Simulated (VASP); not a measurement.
HfN (rock salt): the lattice constant a from VASP (plane waves, PAW) at several levels of theory. Static lattice. The measured value holds thermal and zero-point effects that the static calculation lacks.

```json
[
 {"level": "LDA", "lattice constant a (Å)": "4.463", "error against measurement": "-1.4 %"},
 {"level": "PBE", "lattice constant a (Å)": "4.535", "error against measurement": "+0.2 %"},
 {"level": "PBEsol", "lattice constant a (Å)": "4.491", "error against measurement": "-0.7 %"},
 {"level": "RPBE", "lattice constant a (Å)": "4.561", "error against measurement": "+0.8 %"},
 {"level": "AM05", "lattice constant a (Å)": "4.485", "error against measurement": "-0.9 %"},
 {"level": "PBE-D3(BJ)", "lattice constant a (Å)": "4.505", "error against measurement": "-0.4 %"},
 {"level": "PBE-D4", "lattice constant a (Å)": "4.509", "error against measurement": "-0.3 %"},
 {"level": "optB88-vdW", "lattice constant a (Å)": "4.534", "error against measurement": "+0.2 %"},
 {"level": "rev-vdW-DF2", "lattice constant a (Å)": "4.516", "error against measurement": "-0.2 %"},
 {"level": "revTPSS", "lattice constant a (Å)": "4.512", "error against measurement": "-0.3 %"},
 {"level": "SCAN", "lattice constant a (Å)": "4.494", "error against measurement": "-0.7 %"},
 {"level": "r2SCAN", "lattice constant a (Å)": "4.512", "error against measurement": "-0.3 %"},
 {"level": "r2SCAN+rVV10", "lattice constant a (Å)": "4.506", "error against measurement": "-0.4 %"}
]
```

Measured: 4.524 Å (as given by Seo, Lee, Wen, Petrov, Greene, Gall, J. Appl. Phys. 96, 878 (2004)).

The cell of the LDA run:

Space group Fm-3m (No. 225); a = b = c = 4.463 Å, α = β = γ = 90.00°

| atom | site | symmetry | x | y | z |
|---|---|---|---|---|---|
| Hf | 4a | m-3m | 0.0000 | 0.0000 | 0.0000 |
| N | 4b | m-3m | 0.5000 | 0.5000 | 0.5000 |
(The calculation used a cell of 2 atoms; values per cell refer to that cell.)

Only levels that ran to the end are used. Left out are those held back, those with too coarse a band path, GW runs whose mesh misses a band edge, hybrids' fits of cells that aren't cubic and levels without matching references; a question may draw on a part of the rest.

The compound is HfN in the rock salt structure.
